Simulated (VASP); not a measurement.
Consider the following.

```xyz
3
Lattice="0.0000 3.4337 3.4648 3.4963 0.0000 3.4648 3.4963 3.4337 0.0000" Properties=species:S:1:pos:R:3 pbc="T T T"
Sr     0.0000     0.0000     0.0000
Cl     1.7482     1.7168     1.7324
Cl     5.3238     5.1505     5.1972
```

Computed with PBE GGA, VASP's PBE PAW potentials (set 64) (plane waves; VASP). Run with EDIFF = 1E-2, 400 eV cut-off, 5×5×5 Γ-centred mesh, Gaussian smearing of 0.050 eV, potentials Sr_sv Cl.

**Question.** Give the force on each atom (eV/Å).

**Answer.** 
```tsv
atom	Fx	Fy	Fz
Sr1	0.119	0.000	0.000
Cl2	0.107	0.000	0.000
Cl3	-0.226	0.000	0.000
```

**Question.** Give the stress tensor in GPa (positive for a compressed cell).

**Answer.** 
```
2.07  0.00  0.00
0.00  2.97  0.41
0.00  0.41  2.49
```
The pressure is its mean diagonal, 2.51 GPa.

The compound is SrCl2 in the fluorite structure. The cell was not relaxed at this level, atoms are displaced from their ideal sites. The run is one of a series of settings (EDIFF = 1E-2 against the base run), some of them coarse on purpose.
